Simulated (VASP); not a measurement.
These are PBE GGA, VASP's PBE PAW potentials (set 64) (plane waves; VASP 6.6.1) values and carry that method's errors.

Input for VASP

File POSCAR:
```
PbO
1
    3.9987120250     0.0000000000     0.0000000000
    0.0000000000     3.9987120250     0.0000000000
    0.0000000000    -0.0000000000     4.2444265180
Pb O
2 2
Direct
  0.5000000000   0.0000000000   0.7256836893
  0.0000000000   0.5000000000   0.2743163107
  0.5000000000   0.5000000000   0.0000000000
  0.0000000000   1.0000000000   0.0000000000
```

### INCAR
```
! general
SYSTEM  = PbO
PREC    = Accurate
ENCUT   = 600
LREAL   = .False.
LASPH   = .True.

! electronic loop
EDIFF   = 1E-7
NELM    = 100
ALGO    = Normal
LMAXMIX = 4

! smearing
ISMEAR  = 0
SIGMA   = 0.05

! functional
GGA     = PE

! ions
IBRION  = 2
NSW     = 40
ISIF    = 3
EDIFFG  = -0.01
PSTRESS = 100

! output
LWAVE   = .False.
LCHARG  = .False.
```

**KPOINTS**
```
Automatic mesh
0
Gamma
6 6 4
0 0 0
```

POTCAR, in this order: Pb_d O (PBE.64 set). Program: vasp_std.

Output of the run:

File OSZICAR:
```
       N       E                     dE             d eps       ncg     rms          rms(c)
DAV:   1     0.478129155306E+03    0.47813E+03   -0.22408E+04  1440   0.233E+03
DAV:   2     0.376982666560E+02   -0.44043E+03   -0.43318E+03  1512   0.542E+02
DAV:   3    -0.234007822397E+02   -0.61099E+02   -0.59763E+02  1976   0.208E+02
DAV:   4    -0.252455038514E+02   -0.18447E+01   -0.18435E+01  1552   0.397E+01
DAV:   5    -0.253089651881E+02   -0.63461E-01   -0.63451E-01  2056   0.715E+00    0.120E+01
DAV:   6    -0.211938008980E+02    0.41152E+01   -0.29895E+01  2232   0.457E+01    0.505E+00
DAV:   7    -0.210530282108E+02    0.14077E+00   -0.28175E+00  1872   0.134E+01    0.240E+00
DAV:   8    -0.210584171021E+02   -0.53889E-02   -0.68293E-01  1920   0.619E+00    0.119E+00
DAV:   9    -0.210298030496E+02    0.28614E-01   -0.15495E-01  2320   0.353E+00    0.193E-01
DAV:  10    -0.210313943606E+02   -0.15913E-02   -0.12576E-02  1584   0.772E-01    0.475E-02
DAV:  11    -0.210314350725E+02   -0.40712E-04   -0.88274E-04  2544   0.248E-01    0.407E-02
DAV:  12    -0.210314296498E+02    0.54227E-05   -0.54879E-05  1904   0.674E-02    0.336E-02
DAV:  13    -0.210314215778E+02    0.80720E-05   -0.16667E-04  2296   0.127E-01    0.192E-02
DAV:  14    -0.210314162592E+02    0.53186E-05   -0.40225E-05  2176   0.643E-02    0.140E-03
DAV:  15    -0.210314166819E+02   -0.42271E-06   -0.16671E-06  1656   0.950E-03    0.696E-04
DAV:  16    -0.210314167221E+02   -0.40241E-07   -0.57646E-08   896   0.253E-03
   1 F= -.16795488E+02 E0= -.16795488E+02  d E =-.167955E+02
       N       E                     dE             d eps       ncg     rms          rms(c)
DAV:   1    -0.210309387632E+02    0.47792E-03   -0.75101E-03  1840   0.761E-01    0.616E-02
DAV:   2    -0.210308706854E+02    0.68078E-04   -0.19761E-04  2216   0.175E-01    0.350E-02
DAV:   3    -0.210308408489E+02    0.29837E-04   -0.32459E-05  2160   0.101E-01    0.119E-02
DAV:   4    -0.210308379338E+02    0.29151E-05   -0.12187E-05  2176   0.385E-02    0.224E-03
DAV:   5    -0.210308381806E+02   -0.24681E-06   -0.15580E-06  1768   0.176E-02    0.818E-04
DAV:   6    -0.210308381559E+02    0.24734E-07   -0.56835E-08   840   0.424E-03
   2 F= -.16795528E+02 E0= -.16795528E+02  d E =-.401720E-04
```

**OUTCAR**
```
------------------------ aborting loop because EDIFF is reached ----------------------------------------
  FORCE on cell =-STRESS in cart. coord.  units (eV):
  Direction    XX          YY          ZZ          XY          YZ          ZX
  --------------------------------------------------------------------------------------
  Total        4.2580296      4.2580296      4.1987210      0.0000000      0.0000000      0.0000000
  in kB      100.5364214    100.5364214     99.1360863      0.0000000      0.0000000      0.0000000
  external PRESSURE =       0.0696430 kB  Pullay stress =     100.0000000 kB
  volume of cell :       67.86
      direct lattice vectors                 reciprocal lattice vectors
     3.999718973  0.000000000  0.000000000     0.250017565  0.000000000  0.000000000
     0.000000000  3.999718973 -0.000000000     0.000000000  0.250017565 -0.000000000
     0.000000000  0.000000000  4.241670011     0.000000000  0.000000000  0.235756199
 POSITION                                       TOTAL-FORCE (eV/Angst)
 -----------------------------------------------------------------------------------
      1.99986      3.99972      3.07830        -0.000000     -0.000000     -0.004421
      0.00000      1.99986      1.16337         0.000000      0.000000      0.004421
      1.99986      1.99986     -0.00000         0.000000      0.000000      0.000000
      0.00000      3.99972     -0.00000         0.000000     -0.000000      0.000000
 -----------------------------------------------------------------------------------
    total drift:                                0.000000     -0.000000     -0.000000
  FREE ENERGIE OF THE ION-ELECTRON SYSTEM (eV)
  ---------------------------------------------------
  free  energy   TOTEN  =       -21.0308381559 eV

  energy  without entropy=      -21.0308381559  energy(sigma->0) =      -21.03083816
  enthalpy is  TOTEN    =       -16.7955276785 eV   P V=        4.2353104774

 reached required accuracy - stopping structural energy minimisation
```
(Selected blocks of OUTCAR.)

File CONTCAR:
```
PbO
   1.00000000000000
     3.9997189729097493    0.0000000000000000    0.0000000000000000
     0.0000000000000000    3.9997189729097493   -0.0000000000000000
     0.0000000000000000    0.0000000000000000    4.2416700114335990
  Pb              O
     2     2
Direct
     0.5000000000000000    1.0000000000000000    0.7257281374831299
     0.0000000000000000    0.5000000000000000    0.2742718625168701
     0.5000000000000000    0.5000000000000000    0.0000000000000000
     0.0000000000000000    1.0000000000000000    0.0000000000000000
```

**OUTCAR**
```
 val. band max:        6.4965775773   @ k =   0.1667   0.1667   0.0000

 cond. band min:       7.3271037439   @ k =   0.5000   0.5000   0.0000


 Fermi energy:         6.7532812415

 k-point     1 :       0.0000    0.0000    0.0000
  band No.  band energies     occupation
      1     -11.8002      2.00000
      2     -11.2740      2.00000
      3      -9.4013      2.00000
      4      -9.4013      2.00000
      5      -9.3664      2.00000
      6      -9.2749      2.00000
      7      -9.2019      2.00000
      8      -9.0953      2.00000
      9      -9.0743      2.00000
     10      -9.0743      2.00000
     11      -9.0133      2.00000
     12      -7.7328      2.00000
     13      -0.6444      2.00000
     14       0.2926      2.00000
     15       2.1223      2.00000
     16       2.1223      2.00000
     17       4.9242      2.00000
     18       4.9242      2.00000
     19       4.9994      2.00000
     20       6.3487      2.00000
     21      10.1523      0.00000
     22      11.9078      0.00000
     23      11.9078      0.00000
     24      13.8789      0.00000

 k-point     2 :       0.1667    0.0000    0.0000
  band No.  band energies     occupation
      1     -11.7268      2.00000
      2     -11.2779      2.00000
      3      -9.4002      2.00000
      4      -9.3794      2.00000
      5      -9.3276      2.00000
      6      -9.2683      2.00000
      7      -9.1983      2.00000
      8      -9.1272      2.00000
      9      -9.0936      2.00000
     10      -9.0403      2.00000
     11      -9.0081      2.00000
     12      -7.8156      2.00000
     13      -0.5963      2.00000
     14      -0.1273      2.00000
     15       2.3108      2.00000
     16       2.4939      2.00000
     17       4.4959      2.00000
     18       4.7364      2.00000
     19       4.9531      2.00000
     20       6.4768      2.00000
     21      10.7335      0.00000
     22      10.7450      0.00000
     23      12.0550      0.00000
     24      14.2253      0.00000
...
```

Without a dispersion term in the relaxation, distances and binding between the weakly bound layers, chains or molecules are unreliable, and so is what depends on them. Unless said otherwise, spin-orbit coupling is left out, though it shifts the bands of the heavy elements here.

The compound is PbO in the litharge structure. This run relaxes it under an external pressure of 10 GPa. Symmetry was kept, so distortions that lower it aren't found.
